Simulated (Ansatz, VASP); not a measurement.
# Ti6AlSiC4 (Ti3Al0.5Si0.5C2, 312 MAX phase) in two plane-wave programs

Wanted: the spread between two codes on one cell, functional and k mesh. The cell is invented: As first built, before any earlier steps moved the atoms (in the runner's words): 2x2x1 conventional cells of the Ti3AlC2 type (48 atoms: 16 C, 4 Al, 4 Si, 24 Ti); Al/Si share their sites, the best of 600 random draws by like-pair counts in two shells; start lattice by linear mixing of the end members' cells; atoms moved at random by 0.02 A. It may not be a known or stable phase. Of the first pair: The structure shown is the start of the Ansatz relaxation below; VASP solves that cell, so the two are compared at the walk's first step.

Program: Ansatz 0.2.0. Level of theory: plane waves, with VASP 6.6.1 beside it; single point at PBE. Results are calculated unless marked as measured.

### Step 1. The starting structure

The cell holds 48 atoms: 16 C, 4 Al, 4 Si and 24 Ti. Its edges and angles: a = 6.151 Å, b = 6.151 Å, c = 18.175 Å, α = 90.0°, β = 90.0°, γ = 120.0°. It derives from Ti3AlC2 (Ti3AlC2 type, space group 194), repeated 2×2×1. As first built, before any earlier steps moved the atoms (in the runner's words): 2x2x1 conventional cells of the Ti3AlC2 type (48 atoms: 16 C, 4 Al, 4 Si, 24 Ti); Al/Si share their sites, the best of 600 random draws by like-pair counts in two shells; start lattice by linear mixing of the end members' cells; atoms moved at random by 0.02 A.

### Step 2. Ansatz: relaxation, PBE

Ansatz runs on its default PAW (the set named soft_2) files.

The two programs are compared at the cell with which this relaxation starts, whose forces are those of its first step.

Contents of input.yaml:

```yaml
crystal:
  lattice:
    - [6.151, -4.0e-05, 9.0e-05]
    - [-3.07553, 5.32669, 2.0e-05]
    - [0.00027, 0.00023, 18.17471]
  atoms:
    - { symbol: C, position: [0.16841, 0.3346, 0.57429] }
    - { symbol: C, position: [0.33344, 0.16626, 0.06788] }
    - { symbol: C, position: [0.16839, 0.33462, 0.92615] }
    - { symbol: C, position: [0.33345, 0.16624, 0.43257] }
    - { symbol: C, position: [0.1684, 0.83278, 0.5743] }
    - { symbol: C, position: [0.33448, 0.66677, 0.06864] }
    - { symbol: C, position: [0.16841, 0.83282, 0.92614] }
    - { symbol: C, position: [0.33445, 0.66674, 0.43181] }
    - { symbol: C, position: [0.66781, 0.33343, 0.57334] }
    - { symbol: C, position: [0.83496, 0.16624, 0.06787] }
    - { symbol: C, position: [0.66781, 0.33345, 0.9271] }
    - { symbol: C, position: [0.83496, 0.16621, 0.43257] }
    - { symbol: C, position: [0.66659, 0.83282, 0.5743] }
    - { symbol: C, position: [0.83498, 0.66777, 0.06788] }
    - { symbol: C, position: [0.66658, 0.83281, 0.92614] }
    - { symbol: C, position: [0.83497, 0.66776, 0.43257] }
    - { symbol: Al, position: [0.00122, 0.00031, 0.75022] }
    - { symbol: Al, position: [0.99568, 0.4974, 0.25023] }
    - { symbol: Al, position: [0.50383, 0.00546, 0.25022] }
    - { symbol: Al, position: [0.50374, 0.49734, 0.25022] }
    - { symbol: Si, position: [0.00108, 5.0e-05, 0.25022] }
    - { symbol: Si, position: [0.99225, 0.49571, 0.75023] }
    - { symbol: Si, position: [0.50553, 0.00884, 0.75022] }
    - { symbol: Si, position: [0.50555, 0.49555, 0.75022] }
    - { symbol: Ti, position: [0.00112, 0.0001, 0.9969] }
    - { symbol: Ti, position: [0.00113, 7.0e-05, 0.50354] }
    - { symbol: Ti, position: [0.16689, 0.33164, 0.12809] }
    - { symbol: Ti, position: [0.33639, 0.16768, 0.63355] }
    - { symbol: Ti, position: [0.16688, 0.33158, 0.37235] }
    - { symbol: Ti, position: [0.3364, 0.16772, 0.8669] }
    - { symbol: Ti, position: [0.0031, 0.50108, 0.99699] }
    - { symbol: Ti, position: [0.0031, 0.50106, 0.50345] }
    - { symbol: Ti, position: [0.16687, 0.83431, 0.12809] }
    - { symbol: Ti, position: [0.33447, 0.66671, 0.6361] }
    - { symbol: Ti, position: [0.16691, 0.83429, 0.37236] }
    - { symbol: Ti, position: [0.33449, 0.66676, 0.86434] }
    - { symbol: Ti, position: [0.50015, 0.99812, 0.99699] }
    - { symbol: Ti, position: [0.50016, 0.99809, 0.50345] }
    - { symbol: Ti, position: [0.6678, 0.33341, 0.12589] }
    - { symbol: Ti, position: [0.83351, 0.1677, 0.63355] }
    - { symbol: Ti, position: [0.66779, 0.3334, 0.37455] }
    - { symbol: Ti, position: [0.83352, 0.16774, 0.8669] }
    - { symbol: Ti, position: [0.50014, 0.50106, 0.99699] }
    - { symbol: Ti, position: [0.50015, 0.50105, 0.50345] }
    - { symbol: Ti, position: [0.66959, 0.83431, 0.12809] }
    - { symbol: Ti, position: [0.83355, 0.66484, 0.63356] }
    - { symbol: Ti, position: [0.66958, 0.83428, 0.37235] }
    - { symbol: Ti, position: [0.83353, 0.66489, 0.86689] }
kpoints:
  mp_grid: { grid: [5, 5, 1] }
hamiltonian:
  xc: pbe
scf:
  occupations: { method: methfessel_paxton, width: 0.15 }
output:
  forces: true
  stress: true
relax:
  f_tol: 0.02
  max_steps: 25
  cell: { stress_tol: 0.1 }
basis:
  ecutwfc: "300 eV"
```

Started as:

```sh
$ ansatz run input.yaml --threads 8 --pin off --max-ram 15360MiB --backend cpu --events-out ev --progress --plain --runs-dir out
```

Numbers of over 12 decimals in the logs are rounded to 6 here.

The program printed:

```text
Warning: basis.ecutwfc = 300 eV is below the records' recommended 420 eV, and the density's cutoff is lower with it unless basis.ecutrho_ratio is high enough to keep the records' density cutoff: compare with a run at a higher cutoff
The last accepted step is kept in <dir> (removed where the run ends without a failure and the disk answers)
Engine: ansatz 0.2.0, aarch64-unknown-linux-gnu
Pseudopotentials: kind: paw
Pseudopotential: C, paw, valence charge 4, recommended cutoff 420 eV (normal), C.paw.azcp
Pseudopotential: Al, paw, valence charge 3, recommended cutoff 420 eV (normal), Al.paw.azcp
Pseudopotential: Si, paw, valence charge 4, recommended cutoff 420 eV (normal), Si.paw.azcp
Pseudopotential: Ti, paw, valence charge 12, recommended cutoff 420 eV (normal), Ti.paw.azcp
Functional definition: PBE
  parameter kappa = 0.804
  parameter beta = 0.066725
  exchange = pbe_x(kappa = kappa, mu = beta*pi^2/3)
  correlation = pbe_c(beta = beta)
Crystal: 48 atoms, lattice volume = 595.483 Å³
Basis set: ecut = 300 eV, 7041 PW (Γ), exchange–correlation on 72×72×216 points (8 copies of the dense FFT grid, shifted against one another)
Bands: 238, of which v1, the nominal top of the filled ones, is band 190 counted from 1 (189 counted from 0)
Symmetry: 1 space group operations
Space group: P1 (ITA 1), of the structure as read, at distance tolerance 8.4e-5 Å
k-points: 13 of 25 (time reversal used)
Non-local potential: C, projectors of the file, l = 0: 2, l = 1: 2, l = 2: 1
Non-local potential: Al, projectors of the file, l = 0: 2, l = 1: 2, l = 2: 1
Non-local potential: Si, projectors of the file, l = 0: 2, l = 1: 2, l = 2: 2
Non-local potential: Ti, projectors of the file, l = 0: 3, l = 1: 2, l = 2: 3, l = 3: 1
PAW form: soft (Blöchl's): semilocal exchange-correlation on the pseudo side does not see the compensation charge
PAW one-centre angular grid: C, 110 points (default); XC on 64 Gauss nodes
PAW one-centre angular grid: Al, 110 points (default); XC on 64 Gauss nodes
PAW one-centre angular grid: Si, 110 points (default); XC on 64 Gauss nodes
PAW one-centre angular grid: Ti, 590 points (default); XC on 64 Gauss nodes
Initial density: superposition of atomic densities (neutral atoms: chi_scale 0, normalization atom), corrected by the library's trained network
Initial wavefunctions: pseudopotential atomic-orbital guess
Functional: x = pbe(κ = 0.804, μ = 0.219515), c = pbe(β = 0.066725)
SCF iter   1: F=—  HF=-68733.629281 eV  |F-HF|=—  |Δ(HF+E_count)|=         —  Δρ=6.84e-3  dr2=7.01e-1  ethr=1.77e-3  ⟨swp⟩=5.7  Hψ=12378  notcnv=0
preconditioner: auto → Kerker (q_TF=auto, 2.531 Å⁻¹)  [metal: Δε(μ)=0.078 eV  Ē_g=6.027 eV  σ=0.150 eV  W_gap=0.39  n_scr=176 (ndim 8)  ℏωp=20.9 eV  f_vac=0.000  D(μ)=10.10/eV (n_scr^D=52)]
SCF iter   2: F=—  HF=-68733.597413 eV  |F-HF|=—  |Δ(HF+E_count)|=   3.19e-2  S|Δr|=    0.00e0  Δρ=3.63e-3  dr2=3.32e-1  ethr=1.84e-4  ⟨swp⟩=1.0  Hψ=3562  notcnv=0  defer=3
SCF iter   3: F=—  HF=-68733.590517 eV  |F-HF|=—  |Δ(HF+E_count)|=   6.90e-3  S|Δr|=    0.00e0  Δρ=1.12e-3  dr2=5.47e-2  ethr=8.73e-5  ⟨swp⟩=2.0  Hψ=2894  notcnv=0  defer=3
SCF iter   4: F=—  HF=-68733.587898 eV  |F-HF|=—  |Δ(HF+E_count)|=   2.62e-3  S|Δr|=    0.00e0  Δρ=3.52e-4  dr2=1.42e-2  ethr=1.44e-5  ⟨swp⟩=2.0  Hψ=2912  notcnv=0  defer=3
SCF iter   5: F=—  HF=-68733.587272 eV  |F-HF|=—  |Δ(HF+E_count)|=   6.26e-4  S|Δr|=    0.00e0  Δρ=2.47e-4  dr2=9.59e-4  ethr=3.75e-6  ⟨swp⟩=2.0  Hψ=3027  notcnv=0  defer=3
SCF iter   6: F=—  HF=-68733.587206 eV  |F-HF|=—  |Δ(HF+E_count)|=   6.56e-5  S|Δr|=    0.00e0  Δρ=5.60e-5  dr2=1.27e-4  ethr=2.52e-7  ⟨swp⟩=2.0  Hψ=3812  notcnv=0  defer=3
SCF iter   7: F=—  HF=-68733.587199 eV  |F-HF|=—  |Δ(HF+E_count)|=   6.89e-6  S|Δr|=    0.00e0  Δρ=1.93e-5  dr2=6.86e-6  ethr=3.34e-8  ⟨swp⟩=1.9  Hψ=2998  notcnv=0  defer=3
SCF iter   8: F=—  HF=-68733.588325 eV  |F-HF|=—  |Δ(HF+E_count)|=   1.13e-3  S|Δr|=    0.00e0  Δρ=5.17e-6  dr2=2.70e-7  ethr=1.80e-9  ⟨swp⟩=2.0  Hψ=4228  notcnv=0  defer=3
SCF iter   9: F=-68733.588325 eV  HF=-68733.588325 eV  |F-HF|=5.50e-8  |Δ(HF+E_count)|=   2.76e-8  S|Δr|=    0.00e0  Δρ=1.94e-6  dr2=6.19e-8  ethr=2.63e-11  ⟨swp⟩=4.0  Hψ=8734  notcnv=0
SCF 1 converged in 9 iterations: F = -68733.588325 eV  dr2 = 6.19e-8
  greatest PAW one-centre occupation: 1.001 electrons in one spin orbital (limit 2), on the Ti atom at site 38 (counted from 0), in its partial waves of l = 1
relax step   1: F+E_penalty+E_count = -68733.58832456 eV  Δ(F+E_penalty+E_count) = +0.000e0 eV  max|allowed force component| = 8.882e-2 eV/Å  Δτ_max = 0.0000 Å  P = +1.034 GPa  Ω = 595.483 Å³  (9 SCF iters, dr2 threshold 1.00e-7 eV, accepted)
Crystal: 48 atoms, lattice volume = 598.502 Å³
Basis set: ecut = 300 eV, 7053 PW (Γ), exchange–correlation on 72×72×216 points (8 copies of the dense FFT grid, shifted against one another)
Initial density: handed on by an earlier stage of this run
[...]
SCF converged after 6 iterations
Stability not checked: this state was not tested for a lower state beside it, because cold or Methfessel-Paxton smearing, or corrected tetrahedra, fill the levels in a way that the test cannot read (fill_not_monotonic; see scf.lower_state_search)
Free energy (F): -68733.617378 eV
[...]
E_band       = -3375.758640
  E_kinetic    = 8257.767454
  E_local      = -31458.225064  (includes V_loc(G=0)·N_el)
  E_nonlocal   = 708.917033
  E_hartree    = 13788.232166
  E_xc         = -3528.156713
  E_vxc        = -4237.231848  (∫ρ·V_xc dr)
  E_paw        = -30633.363863  (= ΣΔE_a)
  E_vpaw       = -4223.467886  (= ΣTr[D̂ρ^β])
  E_aug_tail   = 0.014525  (compensation charges beyond the density's cutoff)
  E_ewald      = -25868.822366
  E_smearing   = 0.019450  (= −TS)
  E_closure    = -0.000000  (closes the sum)
  Σ components = -68733.617378   (vs F -68733.617378, Δ=0.00e0)
--- Forces (eV/Å), atoms counted from 1 ---
  atom   1  C      0.00001316    -0.00032007    -0.00005984
  atom   2  C      0.00046866     0.00029727    -0.00045961
  atom   3  C     -0.00001933    -0.00036435     0.00005811
  atom   4  C      0.00047348     0.00031798     0.00047078
  atom   5  C     -0.00033396     0.00014197    -0.00002407
  atom   6  C      0.00002491     0.00001310     0.00003091
  atom   7  C     -0.00028054     0.00016149     0.00002732
  atom   8  C     -0.00005078     0.00006242    -0.00001586
  atom   9  C     -0.00002289     0.00001106    -0.00021727
  atom  10  C     -0.00050404     0.00025966    -0.00049484
  atom  11  C     -0.00000865    -0.00000835     0.00020885
  atom  12  C     -0.00047211     0.00026733     0.00048331
  atom  13  C      0.00020847     0.00022645    -0.00003240
  atom  14  C      0.00003939    -0.00054982    -0.00045620
  atom  15  C      0.00026490     0.00014035     0.00001849
  atom  16  C     -0.00001198    -0.00055192     0.00048540
  atom  17  Al    -0.00000251     0.00000318     0.00000056
  atom  18  Al    -0.00005769    -0.00003077     0.00000712
  atom  19  Al    -0.00002788     0.00006225    -0.00001009
  atom  20  Al     0.00007316    -0.00001121     0.00000518
  atom  21  Si     0.00001375    -0.00001926     0.00001264
  atom  22  Si    -0.00005946    -0.00006841     0.00001039
  atom  23  Si    -0.00004604     0.00008524    -0.00000007
  atom  24  Si     0.00010405    -0.00000568    -0.00000248
[...]
atom  41  Ti    -0.00000851    -0.00000966    -0.00034864
  atom  42  Ti     0.00024621    -0.00014194     0.00042657
  atom  43  Ti     0.00069981    -0.00042273    -0.00019192
  atom  44  Ti     0.00072483    -0.00044873     0.00019904
  atom  45  Ti    -0.00016134    -0.00010950     0.00047239
  atom  46  Ti     0.00004891     0.00028453    -0.00042869
  atom  47  Ti    -0.00013628    -0.00010327    -0.00048561
  atom  48  Ti     0.00000680     0.00031582     0.00043077
  max |Σ_I F_I| component: 3.11e-7 eV/Å
--- Stress (GPa, compression-positive) ---
        0.033332      -0.000016      -0.000003
       -0.000016       0.033244       0.000008
       -0.000003       0.000008      -0.011221
  P = ⅓ Tr σ = 0.0185 GPa (0.185 kbar)
--- Relaxed structure (5 steps of the walk, 5 accepted, 3 SCFs on fresh bases) ---
  F+E_penalty+E_count = -68733.61737813 eV   max|allowed force component| = 8.031e-4 eV/Å   (the final SCF, on the basis selected at the relaxed cell)
  cell:  # Å, volume = 598.4077 Å³
    - [6.165391, -2.4232249694817976e-6, -7.157311373787715e-7]
    - [-3.082693, 5.339389, -1.1816277260406938e-6]
    - [2.54119433186744e-6, 3.475503869429758e-6, 18.177957]
  atoms:
    - { symbol: C, position: [0.168399, 0.334621, 0.574437] }
    - { symbol: C, position: [0.333462, 0.166247, 0.068205] }
    - { symbol: C, position: [0.168399, 0.334621, 0.926006] }
    - { symbol: C, position: [0.333462, 0.166247, 0.432238] }
    - { symbol: C, position: [0.168399, 0.832811, 0.574437] }
    - { symbol: C, position: [0.334462, 0.666747, 0.068980] }
    - { symbol: C, position: [0.168399, 0.832811, 0.926006] }
    - { symbol: C, position: [0.334462, 0.666747, 0.431464] }
    - { symbol: C, position: [0.667796, 0.333414, 0.573445] }
    - { symbol: C, position: [0.834963, 0.166247, 0.068205] }
    - { symbol: C, position: [0.667796, 0.333414, 0.926998] }
    - { symbol: C, position: [0.834962, 0.166247, 0.432239] }
    - { symbol: C, position: [0.666589, 0.832810, 0.574437] }
    - { symbol: C, position: [0.834962, 0.667748, 0.068205] }
    - { symbol: C, position: [0.666589, 0.832811, 0.926007] }
    - { symbol: C, position: [0.834963, 0.667748, 0.432238] }
    - { symbol: Al, position: [0.00112884, 8.016031958035918e-5, 0.750222] }
    - { symbol: Al, position: [0.995480, 0.497257, 0.250222] }
    - { symbol: Al, position: [0.503956, 0.00572994, 0.250222] }
    - { symbol: Al, position: [0.503952, 0.497254, 0.250222] }
    - { symbol: Si, position: [0.00112882, 8.205384547349884e-5, 0.250222] }
    - { symbol: Si, position: [0.991816, 0.495426, 0.750222] }
    - { symbol: Si, position: [0.505789, 0.00939409, 0.750222] }
    - { symbol: Si, position: [0.505782, 0.495421, 0.750222] }
    - { symbol: Ti, position: [0.00112891, 8.031129357308973e-5, 0.996925] }
    - { symbol: Ti, position: [0.00112898, 8.044402022638753e-5, 0.503519] }
    - { symbol: Ti, position: [0.166831, 0.331485, 0.128400] }
    - { symbol: Ti, position: [0.336485, 0.167759, 0.633684] }
    - { symbol: Ti, position: [0.166831, 0.331485, 0.372043] }
    - { symbol: Ti, position: [0.336485, 0.167759, 0.866760] }
    - { symbol: Ti, position: [0.00318071, 0.501107, 0.997049] }
    - { symbol: Ti, position: [0.0031807, 0.501106, 0.503395] }
    - { symbol: Ti, position: [0.166832, 0.834379, 0.128401] }
    - { symbol: Ti, position: [0.334462, 0.666747, 0.636406] }
    - { symbol: Ti, position: [0.166831, 0.834379, 0.372043] }
    - { symbol: Ti, position: [0.334462, 0.666747, 0.864038] }
    - { symbol: Ti, position: [0.500103, 0.998029, 0.997049] }
    - { symbol: Ti, position: [0.500103, 0.998029, 0.503395] }
    - { symbol: Ti, position: [0.667796, 0.333414, 0.126108] }
    - { symbol: Ti, position: [0.833451, 0.167759, 0.633684] }
    - { symbol: Ti, position: [0.667796, 0.333414, 0.374336] }
    - { symbol: Ti, position: [0.833451, 0.167759, 0.866760] }
    - { symbol: Ti, position: [0.500103, 0.501107, 0.997049] }
    - { symbol: Ti, position: [0.500103, 0.501107, 0.503395] }
    - { symbol: Ti, position: [0.669725, 0.834379, 0.128401] }
    - { symbol: Ti, position: [0.833450, 0.664724, 0.633684] }
    - { symbol: Ti, position: [0.669725, 0.834379, 0.372043] }
    - { symbol: Ti, position: [0.833450, 0.664724, 0.866760] }
[key lines of the parts left out:]
Fermi energy:    12.809771 eV
```

In the SCF lines HF is the Harris–Foulkes energy and dr2 the Hartree energy of the density residual, in eV; the loop may stop once dr2 is under the threshold and the program's other checks hold. Hψ counts applications of the Hamiltonian.

(Part 1 of 2 ends here.)

[Lines on the potential files, build, host, timing and source positions are cut from VASP's logs without a mark.]

[Logs are printed without paths, hosts, clocks, repeated set-up lines and the standing remarks that a program may print on its own settings, such as how far it seeks lower states.]

[Hosts, paths, dates, database ids (printed as entryN), source tags and the programs' standing remarks are cut or masked in the printed files.]
